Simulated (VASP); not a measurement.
# How PAW data sets and smearing change a VASP run on SrTiO3 (Tausonite)

How sensitive are energy and pressure of SrTiO3 (Tausonite) to the PAW data sets and smearing? The series runs use LDA. The PAW data sets tried: minimal 64: Sr_sv Ti O; recommended 64: Sr_sv Ti_sv O; recommended 54: Sr_sv Ti_sv O; materialsproject 64: Sr_sv Ti_pv O; gw 64: Sr_sv_GW Ti_sv_GW O_GW; hard 64: Sr_sv Ti_sv O_h; soft 64: Sr_sv Ti_sv O_s. The smearing tried: ISMEAR = -1, SIGMA = 0.01; ISMEAR = -1, SIGMA = 0.05; ISMEAR = -1, SIGMA = 0.1; ISMEAR = -1, SIGMA = 0.2; ISMEAR = -1, SIGMA = 0.5; ISMEAR = 1, SIGMA = 0.01; ISMEAR = 1, SIGMA = 0.05; ISMEAR = 1, SIGMA = 0.1; ISMEAR = 1, SIGMA = 0.2; ISMEAR = 1, SIGMA = 0.5; ISMEAR = -5. The start is a cell from a database of measured crystal structures.

Method: LDA; plane waves and PAW (Sr_sv, Ti, O), in the first sound run; inputs show where later runs differ, in VASP 6.6.1.

Most raw output is cut from this account.

### 1. The starting structure

The structure is cubic, space group Pm-3m (No. 221). The conventional cell has a = 3.905 Å, b = 3.905 Å, c = 3.905 Å, α = 90.00°, β = 90.00°, γ = 90.00°. Nearest to Sr lie 12 O at 2.76 Å. Nearest to Ti lie 6 O at 1.95 Å. Nearest to O lie 2 Ti at 1.95 Å and 4 Sr at 2.76 Å. Farther neighbours and most contacts between anions are not listed.

### 2. PAW data sets: minimal 64: Sr sv Ti O

Data sets differ in which electrons are valence and how hard the partial waves are. LDA, the lowest rung, knows the local density alone.

The input, INCAR:

```
SYSTEM = SrTiO3
PREC = Accurate
ENCUT = 520
EDIFF = 1E-06
NELM = 100
ISMEAR = -1
SIGMA = 0.05
LREAL = .FALSE.
ALGO = Normal
GGA = CA
NBANDS = 22
LASPH = .TRUE.
LORBIT = 11
LWAVE = .FALSE.
LCHARG = .FALSE.
KPAR = 4
ISIF = 2
```

The input, POSCAR:

```
SrTiO3
1.0
    3.9052800000      0.0000000000      0.0000000000
    0.0000000000      3.9052800000      0.0000000000
    0.0000000000      0.0000000000      3.9052800000
Sr Ti O
1 1 3
Direct
    0.5000000000      0.5000000000      0.5000000000
    0.0000000000      0.0000000000      0.0000000000
    0.5000000000      0.0000000000      0.0000000000
    0.0000000000      0.5000000000      0.0000000000
    0.0000000000      0.0000000000      0.5000000000
```

The input, KPOINTS:

```
Automatic mesh
0
Gamma
6 6 6
0 0 0
```

PAW data sets: Sr_sv, Ti and O (PBE family, release 64).

On the command line:

```bash
$ mpirun -np 4 vasp_std
```

Elapsed: 5.4 s, on 4 MPI ranks of Intel Xeon 6975P-C (Granite Rapids), shared host; peak memory 0.62 GiB.

The gap is read on the k-mesh alone, so it is an upper bound where the band edges lie off the mesh. The PAW data sets were made with PBE, though LDA sets exist; this is a small mismatch. The data set Ti keeps the semicore shell frozen, which is cheaper and a little less accurate.

This step gave:

```
SCF cycles                     : 15
electrons                      : 32
bands                          : 22
irreducible k-points           : 20
symmetry operations            : 48
free energy (TOTEN)            : -43.91 eV
Fermi energy                   : 3.090 eV
pressure                       : -4.271 GPa
metallic                       : no
valence top at k               : 0.5, 0.5, 0.5
conduction bottom at k         : 0, 0, 0
least direct gap at k          : 0, 0, 0
gap on the k-mesh              : 1.652 eV
least direct gap on the k-mesh : 1.959 eV
```

The series starts at -8.7822 eV an atom and -4.27 GPa, after 15 cycles in 5.4 s.

### 3. PAW data sets: recommended 64: Sr sv Ti sv O

This step: LDA; plane waves and PAW (Sr_sv, Ti_sv, O) (VASP 6.6.1).

INCAR, as its differences from that of step 2:

```diff
@@ -10,3 +10,3 @@
 GGA = CA
-NBANDS = 22
+NBANDS = 26
 LASPH = .TRUE.
```

POSCAR is that of step 2.

KPOINTS is that of step 2.

The projector-augmented-wave data sets are Sr_sv, Ti_sv and O (PBE family, release 64).

On the command line:

```bash
$ mpirun -np 4 vasp_std
```

Run time: 6 s. Hardware: 4 MPI ranks; peak memory 0.62 GiB; 21 s of CPU time.

With 40 valence electrons the pressure is -6.29 GPa, -2.02 GPa from the first of the series, after 17 cycles in 6 s.

### 4. PAW data sets: recommended 54: Sr sv Ti sv O

INCAR is that of step 3.

POSCAR is that of step 3.

KPOINTS is that of step 3.

The projector-augmented-wave data sets are Sr_sv, Ti_sv and O (PBE family, release 54).

On the command line:

```bash
$ mpirun -np 4 vasp_std
```

Run time: 6.2 s. Hardware: 4 MPI ranks; peak memory 0.64 GiB; 22 s of CPU time.

With 40 valence electrons the pressure is -6.29 GPa, -2.02 GPa from the first of the series, after 17 cycles in 6.2 s.

### 5. PAW data sets: materialsproject 64: Sr sv Ti pv O

This step: LDA; plane waves and PAW (Sr_sv, Ti_pv, O) (VASP 6.6.1).

INCAR, as its differences from that of step 4:

```diff
@@ -10,3 +10,3 @@
 GGA = CA
-NBANDS = 26
+NBANDS = 25
 LASPH = .TRUE.
```

POSCAR is that of step 4.

KPOINTS is that of step 4.

The projector-augmented-wave data sets are Sr_sv, Ti_pv and O (PBE family, release 64).

On the command line:

```bash
$ mpirun -np 4 vasp_std
```

Wall time 6.2 s (4 MPI ranks); peak memory 0.62 GiB; 22 s of CPU time.

With 38 valence electrons the pressure is -5.87 GPa, -1.60 GPa from the first of the series, after 16 cycles in 6.2 s.

### 6. PAW data sets: GW 64: Sr sv GW Ti sv GW O GW

This step: LDA; plane waves and PAW (Sr_sv_GW, Ti_sv_GW, O_GW) (VASP 6.6.1).

INCAR, as its differences from that of step 5:

```diff
@@ -2,3 +2,3 @@
 PREC = Accurate
-ENCUT = 520
+ENCUT = 540
 EDIFF = 1E-06
@@ -10,3 +10,3 @@
 GGA = CA
-NBANDS = 25
+NBANDS = 26
 LASPH = .TRUE.
```

POSCAR is that of step 5.

KPOINTS is that of step 5.

The projector-augmented-wave data sets are Sr_sv_GW, Ti_sv_GW and O_GW (PBE family, release 64).

On the command line:

```bash
$ mpirun -np 4 vasp_std
```

Elapsed: 8 s, on 4 MPI ranks; peak memory 0.7 GiB.

With 40 valence electrons the pressure is -7.36 GPa, -3.09 GPa from the first of the series, after 16 cycles in 8 s.

### 7. PAW data sets: hard 64: Sr sv Ti sv O h

This step: LDA; plane waves and PAW (Sr_sv, Ti_sv, O_h) (VASP 6.6.1).

INCAR, as its differences from that of step 6:

```diff
@@ -2,3 +2,3 @@
 PREC = Accurate
-ENCUT = 540
+ENCUT = 1000
 EDIFF = 1E-06
```

POSCAR is that of step 6.

KPOINTS is that of step 6.

The projector-augmented-wave data sets are Sr_sv, Ti_sv and O_h (PBE family, release 64).

On the command line:

```bash
$ mpirun -np 4 vasp_std
```

Run time: 16 s. Hardware: 4 MPI ranks; peak memory 0.95 GiB; 58 s of CPU time.

With 40 valence electrons the pressure is -6.12 GPa, -1.85 GPa from the first of the series, after 16 cycles in 16 s.

### 8. PAW data sets: soft 64: Sr sv Ti sv O s

This step: LDA; plane waves and PAW (Sr_sv, Ti_sv, O_s) (VASP 6.6.1).

INCAR, as its differences from that of step 7:

```diff
@@ -2,3 +2,3 @@
 PREC = Accurate
-ENCUT = 1000
+ENCUT = 400
 EDIFF = 1E-06
```

POSCAR is that of step 7.

KPOINTS is that of step 7.

Potentials, in the order of the species: Sr_sv, Ti_sv and O_s (PBE family, release 64).

On the command line:

```bash
$ mpirun -np 4 vasp_std
```

It took 4.4 s on 4 MPI ranks; peak memory 0.56 GiB; 14 s of CPU time.

With 40 valence electrons the pressure is -6.31 GPa, -2.04 GPa from the first of the series, after 16 cycles in 4.4 s.

### 9. The PAW data sets series as a table

This step: convergence of LDA results with the datasets; plane waves and PAW (VASP 6.6.1).

No new run; the numbers come from the runs before.

Results of the series, by row:

```csv
setting,status,pressure (GPa),gap (eV),SCF cycles,wall time (s)
"minimal 64: Sr_sv Ti O, 520 eV",converged,-4.271,1.652,15,5.4
"recommended 64: Sr_sv Ti_sv O, 520 eV",converged,-6.288,1.744,17,6
"recommended 54: Sr_sv Ti_sv O, 520 eV",converged,-6.288,1.744,17,6.2
"materialsproject 64: Sr_sv Ti_pv O, 520 eV",converged,-5.873,1.729,16,6.2
"gw 64: Sr_sv_GW Ti_sv_GW O_GW, 540 eV",converged,-7.363,1.772,16,8
"hard 64: Sr_sv Ti_sv O_h, 1000 eV",converged,-6.119,1.748,16,15.8
"soft 64: Sr_sv Ti_sv O_s, 400 eV",converged,-6.31,1.741,16,4.4
```

### 10. Smearing: ISMEAR = -1, SIGMA = 0.01

This step: LDA; plane waves and PAW (Sr_sv, Ti_sv, O) (VASP 6.6.1).

With a gap, smearing should do nothing until its tail reaches across the gap.

INCAR, as its differences from that of step 8:

```diff
@@ -2,3 +2,3 @@
 PREC = Accurate
-ENCUT = 400
+ENCUT = 520
 EDIFF = 1E-06
@@ -6,3 +6,3 @@
 ISMEAR = -1
-SIGMA = 0.05
+SIGMA = 0.01
 LREAL = .FALSE.
```

POSCAR is that of step 8.

KPOINTS is that of step 8.

PAW data sets: Sr_sv, Ti_sv and O (PBE family, release 64).

On the command line:

```bash
$ mpirun -np 4 vasp_std
```

The job ended after 6.4 s (4 MPI ranks; peak memory 0.62 GiB; 23 s of CPU time).

Numbers from this step:

| Property | Result |
| --- | --- |
| SCF cycles | 17 |
| free energy (TOTEN) | -44.29 eV |
| Fermi energy | 4.154 eV |
| pressure | -6.288 GPa |
| gap on the k-mesh | 1.744 eV |
| least direct gap on the k-mesh | 2.102 eV |

The series starts at -8.8576 eV an atom and -6.29 GPa, after 17 cycles in 6.4 s. The entropy term T·S comes to 0.00 meV an atom in size.

### 11. Smearing: ISMEAR = -1, SIGMA = 0.05

INCAR, as its differences from that of step 10:

```diff
@@ -6,3 +6,3 @@
 ISMEAR = -1
-SIGMA = 0.01
+SIGMA = 0.05
 LREAL = .FALSE.
```

POSCAR is that of step 10.

KPOINTS is that of step 10.

On the command line:

```bash
$ mpirun -np 4 vasp_std
```

Run time: 6 s. Hardware: 4 MPI ranks; peak memory 0.63 GiB.

Against the run before the energy at zero width stays within 0.01 meV an atom and the pressure within 0.01 GPa, after 17 cycles in 6 s. The entropy term T·S comes to 0.00 meV an atom in size.

### 12. Smearing: ISMEAR = -1, SIGMA = 0.1

INCAR, as its differences from that of step 11:

```diff
@@ -6,3 +6,3 @@
 ISMEAR = -1
-SIGMA = 0.05
+SIGMA = 0.1
 LREAL = .FALSE.
```

POSCAR is that of step 11.

KPOINTS is that of step 11.

On the command line:

```bash
$ mpirun -np 4 vasp_std
```

Run time: 6.4 s. Hardware: 4 MPI ranks; peak memory 0.61 GiB; 22 s of CPU time.

Against the run before the energy at zero width stays within 0.01 meV an atom and the pressure within 0.01 GPa, after 17 cycles in 6.4 s. The entropy term T·S comes to 0.01 meV an atom in size.

### 13. Smearing: ISMEAR = -1, SIGMA = 0.2

INCAR, as its differences from that of step 12:

```diff
@@ -6,3 +6,3 @@
 ISMEAR = -1
-SIGMA = 0.1
+SIGMA = 0.2
 LREAL = .FALSE.
```

POSCAR is that of step 12.

KPOINTS is that of step 12.

On the command line:

```bash
$ mpirun -np 4 vasp_std
```

It took 6.8 s on 4 MPI ranks; peak memory 0.61 GiB.

Against the run before the energy at zero width moves by +0.53 meV an atom and the pressure by +0.02 GPa, after 17 cycles in 6.8 s. The entropy term T·S comes to 1.55 meV an atom in size.

### 14. Smearing: ISMEAR = -1, SIGMA = 0.5

INCAR, as its differences from that of step 13:

```diff
@@ -6,3 +6,3 @@
 ISMEAR = -1
-SIGMA = 0.2
+SIGMA = 0.5
 LREAL = .FALSE.
```

POSCAR is that of step 13.

KPOINTS is that of step 13.

On the command line:

```bash
$ mpirun -np 4 vasp_std
```

Wall time 6.6 s (4 MPI ranks); peak memory 0.63 GiB.

Against the run before the energy at zero width moves by +26.12 meV an atom and the pressure by +1.17 GPa, after 16 cycles in 6.6 s. The entropy term T·S comes to 106.32 meV an atom in size.

### 15. Smearing: ISMEAR = 1, SIGMA = 0.01

INCAR, as its differences from that of step 14:

```diff
@@ -5,4 +5,4 @@
 NELM = 100
-ISMEAR = -1
-SIGMA = 0.5
+ISMEAR = 1
+SIGMA = 0.01
 LREAL = .FALSE.
```

POSCAR is that of step 14.

KPOINTS is that of step 14.

On the command line:

```bash
$ mpirun -np 4 vasp_std
```

The job ended after 7.2 s (4 MPI ranks; peak memory 0.63 GiB; 25 s of CPU time).

Methfessel-Paxton smearing is not meant for a cell with a gap.

Against the first of the series the energy at zero width stays within 0.01 meV an atom and the pressure within 0.01 GPa, after 17 cycles in 7.2 s. The entropy term T·S comes to 0.00 meV an atom in size.

### 16. Smearing: ISMEAR = 1, SIGMA = 0.05

INCAR, as its differences from that of step 15:

```diff
@@ -6,3 +6,3 @@
 ISMEAR = 1
-SIGMA = 0.01
+SIGMA = 0.05
 LREAL = .FALSE.
```

POSCAR is that of step 15.

KPOINTS is that of step 15.

On the command line:

```bash
$ mpirun -np 4 vasp_std
```

Wall time 7 s (4 MPI ranks); peak memory 0.61 GiB; 24 s of CPU time.

Against the run before the energy at zero width moves by +0.01 meV an atom while the pressure stays within 0.01 GPa, after 17 cycles in 7 s. The entropy term T·S comes to 0.03 meV an atom in size.

### 17. Smearing: ISMEAR = 1, SIGMA = 0.1

INCAR, as its differences from that of step 16:

```diff
@@ -6,3 +6,3 @@
 ISMEAR = 1
-SIGMA = 0.05
+SIGMA = 0.1
 LREAL = .FALSE.
```

POSCAR is that of step 16.

KPOINTS is that of step 16.

On the command line:

```bash
$ mpirun -np 4 vasp_std
```

The job ended after 6.2 s (4 MPI ranks; peak memory 0.61 GiB).

Against the run before the energy at zero width moves by +0.02 meV an atom while the pressure stays within 0.01 GPa, after 17 cycles in 6.2 s. The entropy term T·S comes to 0.11 meV an atom in size.

### 18. Smearing: ISMEAR = 1, SIGMA = 0.2

INCAR, as its differences from that of step 17:

```diff
@@ -6,3 +6,3 @@
 ISMEAR = 1
-SIGMA = 0.1
+SIGMA = 0.2
 LREAL = .FALSE.
```

POSCAR is that of step 17.

KPOINTS is that of step 17.

On the command line:

```bash
$ mpirun -np 4 vasp_std
```

The job ended after 6.4 s (4 MPI ranks; peak memory 0.62 GiB; 22 s of CPU time).

Against the run before the energy at zero width moves by +0.02 meV an atom while the pressure stays within 0.01 GPa, after 17 cycles in 6.4 s. The entropy term T·S comes to 0.51 meV an atom in size.

### 19. Smearing: ISMEAR = 1, SIGMA = 0.5

INCAR, as its differences from that of step 18:

```diff
@@ -6,3 +6,3 @@
 ISMEAR = 1
-SIGMA = 0.2
+SIGMA = 0.5
 LREAL = .FALSE.
```

POSCAR is that of step 18.

KPOINTS is that of step 18.

On the command line:

```bash
$ mpirun -np 4 vasp_std
```

Elapsed: 6 s, on 4 MPI ranks; peak memory 0.63 GiB; 21 s of CPU time.

Against the run before the energy at zero width moves by +0.53 meV an atom and the pressure by -0.04 GPa, after 17 cycles in 6 s. The entropy term T·S comes to 8.48 meV an atom in size.

### 20. Smearing: ISMEAR = -5

INCAR, as its differences from that of step 19:

```diff
@@ -5,4 +5,4 @@
 NELM = 100
-ISMEAR = 1
-SIGMA = 0.5
+ISMEAR = -5
+SIGMA = 0.05
 LREAL = .FALSE.
```

POSCAR is that of step 19.

KPOINTS is that of step 19.

On the command line:

```bash
$ mpirun -np 4 vasp_std
```

It took 6.6 s on 4 MPI ranks; peak memory 0.64 GiB.

Against the first of the series the energy at zero width stays within 0.01 meV an atom and the pressure within 0.01 GPa, after 17 cycles in 6.6 s.

### 21. The smearing series as a table

This step: convergence of LDA results with the smearing; plane waves and PAW (VASP 6.6.1).

This step runs nothing: it gathers the runs above.

Differences are taken from the run with ISMEAR = -1, SIGMA = 0.01. Results of the series, by row:

```csv
setting,status,energy less the reference (meV/atom),pressure (GPa),gap (eV),SCF cycles,wall time (s)
"ISMEAR = -1, SIGMA = 0.01",converged,0,-6.288,1.744,17,6.4
"ISMEAR = -1, SIGMA = 0.05",converged,0,-6.288,1.744,17,6
"ISMEAR = -1, SIGMA = 0.1",converged,0.00314,-6.285,1.744,17,6.4
"ISMEAR = -1, SIGMA = 0.2",converged,0.538,-6.261,1.749,17,6.8
"ISMEAR = -1, SIGMA = 0.5",converged,26.65,-5.092,1.939,16,6.6
"ISMEAR = 1, SIGMA = 0.01",converged,0,-6.288,1.744,17,7.2
"ISMEAR = 1, SIGMA = 0.05",converged,0.00847,-6.288,1.744,17,7
"ISMEAR = 1, SIGMA = 0.1",converged,0.03016,-6.289,1.744,17,6.2
"ISMEAR = 1, SIGMA = 0.2",converged,0.05064,-6.293,1.744,17,6.4
"ISMEAR = 1, SIGMA = 0.5",converged,0.576,-6.329,1.749,17,6
ISMEAR = -5,converged,0,-6.288,1.744,17,6.6
```

### 22. What came out

| Quantity | Value |
| --- | --- |
| spread of the pressure over the PAW data sets | 3.09 GPa |
| spread of the pressure over the smearing | 1.24 GPa |
| spread of the energy over the smearing | 26.7 meV/atom |

**Reading.** The choice of data set moves the pressure between -7.36 GPa (gw 64: Sr_sv_GW Ti_sv_GW O_GW) and -4.27 GPa (minimal 64: Sr_sv Ti O); the cutoffs differ too (1000, 400, 520 and 540 eV). The gap moves by up to 0.12 eV. The usual rule keeps the entropy term T·S under 1 meV an atom, which holds up to a width of 0.1 eV for Fermi-Dirac and 0.2 eV for first-order Methfessel-Paxton. Farthest in energy from the narrowest smearing lies ISMEAR = -1, SIGMA = 0.5 (+26.7 meV an atom, +1.20 GPa). Methfessel-Paxton smearing is made for metals and can give negative occupations at band edges. Data sets differ in their zero of energy, so energies are not compared. Forces vanish by symmetry in this cell, so the series can't test them.

[Lines on the potential files, build, host, timing and source positions are cut from VASP's logs without a mark.]

[Logs are printed without paths, hosts, clocks, repeated set-up lines and the standing remarks that a program may print on its own settings, such as how far it seeks lower states.]

[Hosts, paths, dates, database ids (printed as entryN), source tags and the programs' standing remarks are cut or masked in the printed files.]

[A measured line is paired with the nearest computed mode of its activity, which favours agreement.]
